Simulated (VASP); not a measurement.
Consider the following.

```yaml
crystal:
  lattice:
    - [2.80892, 0.00000, 0.00000]
    - [0.00000, 2.80892, 0.00000]
    - [0.00000, 0.00000, 2.80892]
  atoms:
    - { symbol: Cr, position: [0.00000, 0.00000, 0.00000] }
    - { symbol: Cr, position: [0.50000, 0.50000, 0.50000] }
```

All values below come from AM05 GGA, VASP's PBE PAW potentials (set 64) (plane waves; VASP). Settings: 520 eV cut-off, 14×14×14 Γ-centred mesh, tetrahedra with Blöchl corrections, potentials Cr_pv.

### Question
What does the run give for the energy per atom (σ→0), band gap (on the k-mesh) with the smallest direct gap where there is one?

### Answer

```json
{
  "band gap (on the k-mesh)": "none (metal, semimetal or under 0.01 eV)",
  "energy per atom (σ→0)": "-10.005 eV/atom"
}
```

Only differences to runs with the same potentials and settings are physical.

The compound is Cr in the bcc, AFM order structure. It was relaxed first, which changed the volume by -7 %. The run is not spin-polarised, so no magnetic state was tried.
